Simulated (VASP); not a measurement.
# Mg6VCd (Amm2) in VASP: reference runs

How does Mg6VCd come out in PBE? The cell is run as given and disturbed.

Program: VASP 6.6.1. These are calculated values, not measurements. Logs are shortened: lines on timing, memory, paths and dates and some standing lists are left out, and cuts for length are marked.

**1. The structure**

The structure is orthorhombic, space group Amm2 (No. 38). Conventional cell: a = 5.005 Å, b = 6.237 Å, c = 10.871 Å, α = 90.00°, β = 90.00°, γ = 90.00°. Around Cd (site symmetry mm2) lie 10 Mg at 3.09 to 3.15 Å and 2 V at 3.12 Å. V (site symmetry mm2) is surrounded by 10 Mg at 3.05 to 3.14 Å and 2 Cd at 3.12 Å. Mg (site symmetry mm2) has 2 Cd at 3.09 Å and 10 Mg at 3.09 to 3.14 Å as nearest neighbours. Around Mg (site symmetry mm2) lie 10 Mg at 3.03 to 3.24 Å and 2 V at 3.05 Å. Mg (site symmetry m) is surrounded by 8 Mg at 3.02 to 3.24 Å and 2 V at 3.05 Å and 2 Cd at 3.10 Å. Mg (site symmetry m) is surrounded by 8 Mg at 3.09 to 3.15 Å and 2 Cd at 3.11 to 3.15 Å and 2 V at 3.12 to 3.14 Å.

The cell comes from a database or a generator and needn't be the stable form of this composition.

**2. Single point, PBE, collinear spin, ferromagnetic start**

INCAR reads:

```
ALGO = Normal
EDIFF = 1E-7
ENCUT = 520
GGA = PE
ISIF = 2
ISMEAR = -1
ISPIN = 2
LASPH = T
LCHARG = F
LMAXMIX = 4
LORBIT = 11
LREAL = F
LWAVE = F
MAGMOM = 0 2 0 0 0 0 0 0
NBANDS = 32
NELM = 120
PREC = Accurate
SIGMA = 0.05
```

KPOINTS reads:

```
k-points
0
Gamma
  6 5 5
```

POSCAR reads:

```
Mg6VCd
1.0
    5.0050110000      0.0000000000      0.0000000000
    0.0000000000      3.1187045000      5.4354190000
    0.0000000000     -3.1187045000      5.4354190000
Cd V Mg
1 1 6
Direct
    0.5000000000      0.6657830000      0.6657830000
    0.5000000000      0.1672020000      0.1672020000
    0.0000000000      0.8331200000      0.8331200000
    0.0000000000      0.3277820000      0.3277820000
    0.0000000000      0.3280200000      0.8443880000
    0.0000000000      0.8443880000      0.3280200000
    0.5000000000      0.1695150000      0.6641850000
    0.5000000000      0.6641850000      0.1695150000
```

Potentials or basis: VASP PAW PBE potentials, release 64 (Cd, V_sv, Mg).

Started as:

```console
> cat potpaw_PBE.64/Cd/POTCAR potpaw_PBE.64/V_sv/POTCAR potpaw_PBE.64/Mg/POTCAR > POTCAR
> mpirun -np 1 vasp_std > vasp.out
```

OUTCAR:

```text
EDIFF = 1E-7
   ENCUT = 520
   GGA = PE
   ISIF = 2
   ISMEAR = -1
   ISPIN = 2
   LASPH = T
   LORBIT = 11
   LREAL = F
   NELM = 120
   PREC = Accurate

 ion  position               nearest neighbor table
   1  0.500  0.666  0.666-   3 3.09   3 3.09   6 3.10   5 3.10   5 3.10   6 3.10   8 3.11   7 3.11
                             2 3.12   2 3.12   7 3.15   8 3.15
   2  0.500  0.167  0.167-   4 3.05   4 3.05   6 3.05   5 3.05   5 3.05   6 3.05   1 3.12   1 3.12
                             8 3.12   7 3.12   8 3.14   7 3.14
   3  0.000  0.833  0.833-   1 3.09   1 3.09   8 3.09   7 3.09   7 3.09   8 3.09   4 3.12   4 3.12
                             5 3.13   6 3.13   6 3.14   5 3.14
   4  0.000  0.328  0.328-   5 3.03   6 3.03   2 3.05   2 3.05   8 3.10   7 3.10   7 3.10   8 3.10
                             3 3.12   3 3.12   6 3.24   5 3.24
   5  0.000  0.328  0.844-   6 3.02   4 3.03   2 3.05   2 3.05   1 3.10   1 3.10   7 3.11   7 3.11
                             3 3.13   3 3.14   6 3.22   4 3.24
   6  0.000  0.844  0.328-   5 3.02   4 3.03   2 3.05   2 3.05   1 3.10   1 3.10   8 3.11   8 3.11
                             3 3.13   3 3.14   5 3.22   4 3.24
   7  0.500  0.170  0.664-   8 3.09   3 3.09   3 3.09   4 3.10   4 3.10   5 3.11   5 3.11   1 3.11
                             2 3.12   2 3.14   1 3.15   8 3.15
   8  0.500  0.664  0.170-   7 3.09   3 3.09   3 3.09   4 3.10   4 3.10   6 3.11   6 3.11   1 3.11
                             2 3.12   2 3.14   1 3.15   7 3.15

  LATTYP: Found a base centered orthorhombic cell.
 ALAT       =     6.2374090000
 B/A-ratio  =     1.7428451461
 C/A-ratio  =     0.8024182798

  Lattice vectors:

 A1 = (   0.0000000000,   3.1187045000,  -5.4354190000)
 A2 = (   0.0000000000,   3.1187045000,   5.4354190000)
 A3 = (   5.0050110000,   0.0000000000,   0.0000000000)

Analysis of symmetry for initial positions (statically):
=====================================================================
 Subroutine PRICEL returns:
 Original cell was already a primitive cell.

 Routine SETGRP: Setting up the symmetry group for a
 base centered orthorhombic supercell.

 Subroutine GETGRP returns: Found  4 space group operations
 (whereof  4 operations were pure point group operations)
 out of a pool of  8 trial point group operations.

The static configuration has the point symmetry C_2v.

Analysis of symmetry for dynamics (positions and initial velocities):
=====================================================================
 Subroutine PRICEL returns:
 Original cell was already a primitive cell.

 Routine SETGRP: Setting up the symmetry group for a
 base centered orthorhombic supercell.

 Subroutine GETGRP returns: Found  4 space group operations
 (whereof  4 operations were pure point group operations)
 out of a pool of  8 trial point group operations.
[... 175 lines left out ...]

 E-fermi :   3.2891     XC(G=0):  -9.2436

 val. band max:        3.2858655281   @ k =   0.1667   0.4000   0.4000
 cond. band min:       3.2935114950   @ k =   0.0000  -0.4000   0.2000
 fundamental gap:      0.0076459669
 Fermi energy:         3.2890635694

 spin component 1

 k-point     1 :       0.0000    0.0000    0.0000
  band No.  band energies     occupation
      1     -61.5166      1.00000
      2     -35.4301      1.00000
      3     -35.4007      1.00000
      4     -35.3388      1.00000
      5      -5.5192      1.00000
      6      -5.4512      1.00000
[... 781 lines left out ...]
     29       8.4128      0.00000
     30       8.5570      0.00000

 [... further k-points ...]

 spin component 2

 k-point     1 :       0.0000    0.0000    0.0000
  band No.  band energies     occupation
      1     -59.0109      1.00000
      2     -33.0063      1.00000
      3     -32.9304      1.00000
      4     -32.7608      1.00000
      5      -5.5295      1.00000
      6      -5.4596      1.00000
[... 781 lines left out ...]
     29       8.5454      0.00000
     30       8.7733      0.00000

 [... further k-points ...]

 [bands above 30 left out]

------------------------ aborting loop because EDIFF is reached ----------------------------------------

  FORCE on cell =-STRESS in cart. coord.  units (eV):
  Direction    XX          YY          ZZ          XY          YZ          ZX
  --------------------------------------------------------------------------------------
  -------------------------------------------------------------------------------------
  Total        0.3496003     -0.0139367     -0.1847642      0.0000000      0.0000000      0.0000000
  in kB        3.3009589     -0.1315919     -1.7445610      0.0000000      0.0000000      0.0000000
  external PRESSURE =       0.4749353 kB  Pullay stress =       0.0000000 kB

 VOLUME and BASIS-vectors are now :
 -----------------------------------------------------------------------------
  energy-cutoff  :      520.00
  volume of cell :      169.68
      direct lattice vectors                 reciprocal lattice vectors
     5.005011000  0.000000000  0.000000000     0.199799761  0.000000000  0.000000000
     0.000000000  3.118704500  5.435419000     0.000000000  0.160322980  0.091989228
     0.000000000 -3.118704500  5.435419000     0.000000000 -0.160322980  0.091989228

 POSITION                                       TOTAL-FORCE (eV/Angst)
 -----------------------------------------------------------------------------------
      2.50251      0.00000      7.23762         0.000000      0.000000     -0.001863
      2.50251      0.00000      1.81763         0.000000      0.000000      0.013223
      0.00000      0.00000      9.05671         0.000000      0.000000     -0.024460
      0.00000      0.00000      3.56327         0.000000      0.000000     -0.015455
      0.00000     -1.61040      6.37253         0.000000      0.007785      0.004124
      0.00000      1.61040      6.37253         0.000000     -0.007785      0.004124
      2.50251     -1.54273      4.53151         0.000000      0.004851      0.010154
      2.50251      1.54273      4.53151         0.000000     -0.004851      0.010154
 -----------------------------------------------------------------------------------
    total drift:                               -0.000000      0.000000     -0.000105

  FREE ENERGIE OF THE ION-ELECTRON SYSTEM (eV)
  ---------------------------------------------------
  free  energy   TOTEN  =       -17.8833472829 eV

  energy  without entropy=      -17.8437123932  energy(sigma->0) =      -17.86352984

 total charge

# of ion       s       p       d       tot
------------------------------------------
    1        0.552   0.350   9.440  10.341
    2        2.212   6.082   3.027  11.321
    3        0.213   0.130   0.014   0.357
    4        0.216   0.142   0.014   0.372
    5        0.209   0.137   0.015   0.360
    6        0.209   0.137   0.015   0.360
    7        0.206   0.138   0.014   0.357
    8        0.206   0.138   0.014   0.357
--------------------------------------------------
tot          4.022   7.253  12.552  23.827

 magnetization (x)

# of ion       s       p       d       tot
------------------------------------------
    1       -0.016  -0.004   0.008  -0.011
    2        0.044   0.030   2.531   2.606
    3        0.013  -0.005  -0.000   0.007
    4       -0.005   0.006   0.002   0.003
    5       -0.005   0.006   0.002   0.003
    6       -0.005   0.006   0.002   0.003
    7       -0.009  -0.001   0.001  -0.008
    8       -0.009  -0.001   0.001  -0.008
--------------------------------------------------
tot          0.009   0.037   2.549   2.595
```

OSZICAR:

```text
N       E                     dE             d eps       ncg     rms          rms(c)
DAV:   1     0.185648946413E+03    0.18565E+03   -0.16899E+04  5216   0.963E+02
DAV:   2    -0.123888298518E+02   -0.19804E+03   -0.19076E+03  5040   0.243E+02
DAV:   3    -0.192225849502E+02   -0.68338E+01   -0.67159E+01  5784   0.452E+01
[... 11 lines left out ...]
DAV:  15    -0.178833409036E+02   -0.12277E-03   -0.33406E-04  5616   0.704E-02    0.205E-02
DAV:  16    -0.178833466931E+02   -0.57895E-05   -0.25885E-05  5176   0.224E-02    0.130E-02
DAV:  17    -0.178833471066E+02   -0.41349E-06   -0.69358E-06  5576   0.110E-02    0.386E-03
DAV:  18    -0.178833472215E+02   -0.11490E-06   -0.84382E-07  4888   0.472E-03    0.228E-03
DAV:  19    -0.178833472829E+02   -0.61473E-07   -0.76221E-08  3560   0.160E-03
   1 F= -.17883347E+02 E0= -.17863530E+02  d E =-.396349E-01  mag=     3.2652
```

stdout:

```text
POSCAR found type information on POSCAR CdV Mg
 POSCAR found :  3 types and       8 ions
 scaLAPACK will be used
 LDA part: xc-table for (Slater+PW92), standard interpolation
 POSCAR, INCAR and KPOINTS ok, starting setup
 FFT: planning ... GRIDC
 FFT: planning ... GRID_SOFT
 FFT: planning ... GRID
 WAVECAR not read
 entering main loop
```

It took 7.3 min on 1 thread of Intel Xeon Platinum 8488C (Sapphire Rapids), shared host; peak memory 0.57 GiB.

What came out:

```
Free energy                                           : -17.8833 eV
Pressure                                              : 0.0 GPa
Largest force                                         : 0.024 eV/Å
Band gap on the k mesh                                : none (metal or under the smearing width)
Net moment                                            : 3.27 μB per cell
Site moments                                          : Cd -0.01; V +2.61; Mg +0.01, +0.00, -0.01 μB
Valence electrons inside the program's atomic spheres : Cd 10.34; V 11.32; Mg 0.36, 0.37
```

Forces on the atoms (eV/Å):
```
Cd   0.000  0.000 -0.002
V    0.000  0.000  0.013
Mg   0.000  0.000 -0.024
Mg   0.000  0.000 -0.015
Mg   0.000  0.008  0.004
Mg   0.000 -0.008  0.004
Mg   0.000  0.005  0.010
Mg   0.000 -0.005  0.010
```

**3. Single point, PBE, collinear spin, ferromagnetic start (atoms moved at random, drawn with an rms of 0.05 Å)**

INCAR reads:

```
PREC = Accurate ; ENCUT = 520
EDIFF = 1E-7 ; ISMEAR = -1
SIGMA = 0.05 ; LREAL = F
LASPH = T ; NELM = 100
ALGO = Normal ; ISIF = 2
LWAVE = F ; LCHARG = F
ISPIN = 2 ; MAGMOM = 0 2 0 0 0 0 0 0
LORBIT = 11 ; LMAXMIX = 4
GGA = PE ; NBANDS = 32
```

KPOINTS reads:

```
Automatic mesh
0
Gamma
  6 5 5
```

POSCAR reads:

```
Mg6VCd
1.0
    5.0050110000      0.0000000000      0.0000000000
    0.0000000000      3.1187045000      5.4354190000
    0.0000000000     -3.1187045000      5.4354190000
Cd V Mg
1 1 6
Direct
    0.5047840000      0.6608750000      0.6767310000
    0.4935200000      0.1594980000      0.1696390000
   -0.0022890000      0.8243180000      0.8350690000
   -0.0029720000      0.3201810000      0.3347720000
   -0.0012170000      0.3322130000      0.8410540000
    0.0012350000      0.8461700000      0.3213660000
    0.4965070000      0.1610440000      0.6645960000
    0.5013610000      0.6578420000      0.1689550000
```

Potentials or basis: VASP PAW PBE potentials, release 64 (Cd, V_sv, Mg).

Started as:

```console
> cat potpaw_PBE.64/Cd/POTCAR potpaw_PBE.64/V_sv/POTCAR potpaw_PBE.64/Mg/POTCAR > POTCAR
> mpirun -np 1 vasp_std > vasp.out
```

OUTCAR:

```text
PREC = Accurate
   ENCUT = 520
   EDIFF = 1E-7
   ISMEAR = -1
   LREAL = F
   LASPH = T
   NELM = 100
   ISIF = 2
   ISPIN = 2
   LORBIT = 11
   GGA = PE

 ion  position               nearest neighbor table
   1  0.505  0.661  0.677-   3 3.02   5 3.05   8 3.08   3 3.08   5 3.09   7 3.10   2 3.10   2 3.14
                             6 3.14   6 3.17   7 3.17   8 3.19
   2  0.494  0.159  0.170-   6 2.99   5 3.05   4 3.05   6 3.05   4 3.08   5 3.09   1 3.10   7 3.11
                             8 3.12   1 3.14   8 3.15   7 3.16
   3  0.998  0.824  0.835-   1 3.02   5 3.07   8 3.07   1 3.08   7 3.09   7 3.10   8 3.10   4 3.11
                             6 3.12   4 3.13   6 3.15   5 3.20
[... 1849 lines left out ...]
      4.99892     -1.58692      6.37720        -0.008041     -0.100716     -0.092443
      0.00618      1.63671      6.34605        -0.034504     -0.116972      0.000339
      2.48502     -1.57043      4.48770         0.016041      0.018182      0.127191
      2.50932      1.52469      4.49399        -0.054422     -0.089986      0.111198
 -----------------------------------------------------------------------------------
    total drift:                               -0.000105     -0.000186      0.000395

  FREE ENERGIE OF THE ION-ELECTRON SYSTEM (eV)
  ---------------------------------------------------
  free  energy   TOTEN  =       -17.8609939909 eV

  energy  without entropy=      -17.8213767101  energy(sigma->0) =      -17.84118535

 total charge

# of ion       s       p       d       tot
------------------------------------------
    1        0.553   0.352   9.439  10.344
    2        2.212   6.082   3.027  11.322
    3        0.213   0.131   0.014   0.359
    4        0.216   0.142   0.014   0.372
    5        0.208   0.136   0.015   0.359
    6        0.210   0.136   0.015   0.361
    7        0.206   0.137   0.014   0.357
    8        0.206   0.137   0.014   0.357
--------------------------------------------------
tot          4.024   7.254  12.552  23.830

 magnetization (x)

# of ion       s       p       d       tot
------------------------------------------
    1       -0.015  -0.003   0.008  -0.011
    2        0.044   0.030   2.537   2.611
    3        0.013  -0.005  -0.000   0.007
    4       -0.005   0.006   0.002   0.003
    5       -0.005   0.006   0.002   0.003
    6       -0.005   0.006   0.003   0.004
    7       -0.009  -0.000   0.002  -0.007
    8       -0.009  -0.000   0.002  -0.008
--------------------------------------------------
tot          0.009   0.039   2.554   2.602
```

Wall time 13 min (1 thread of Intel Xeon Platinum 8488C (Sapphire Rapids), shared host); peak memory 0.82 GiB.

What came out:

* Free energy: -17.8610 eV
* Pressure: 0.1 GPa
* Largest force: 0.247 eV/Å
* Band gap on the k mesh: none (metal or under the smearing width)
* Net moment: 3.28 μB per cell
* Site moments: Cd -0.01; V +2.61; Mg +0.01, +0.00, -0.01 μB
* Valence electrons inside the program's atomic spheres: Cd 10.34; V 11.32; Mg 0.36, 0.37

Forces on the atoms (eV/Å):
```
Cd  -0.090  0.098 -0.208
V    0.106  0.042  0.041
Mg   0.060  0.065  0.076
Mg   0.004  0.085 -0.056
Mg  -0.008 -0.101 -0.092
Mg  -0.035 -0.117  0.000
Mg   0.016  0.018  0.127
Mg  -0.054 -0.090  0.111
```

Stress tensor (GPa, compression positive):
```
 0.41  0.01  0.00
 0.01  0.10  0.15
 0.00  0.15 -0.19
```
